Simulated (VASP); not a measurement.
Data:

```xyz
1
Lattice="0.0000 1.8411 1.8411 1.8411 0.0000 1.8411 1.8411 1.8411 0.0000" Properties=species:S:1:pos:R:3 pbc="T T T"
Cu     0.0000     0.0000     0.0000
```

Calculation: PBE GGA, VASP's PBE PAW potentials (set 64) (plane waves; VASP). Settings: 400 eV cut-off, 13×13×13 Γ-centred mesh, first-order Methfessel-Paxton smearing of 0.10 eV, potentials Cu.

What does the run give for the energy per atom (σ→0), pressure, band gap (on the k-mesh) with the smallest direct gap where there is one?

* **band gap (on the k-mesh)**: none (metal, semimetal or under 0.01 eV)
* **energy per atom (σ→0)**: -3.722 eV/atom
* **pressure**: -5.70 GPa

The absolute energy has meaning only against runs of the same code, potentials and settings.

The compound is Cu in the fcc structure. The cell was not relaxed at this level.
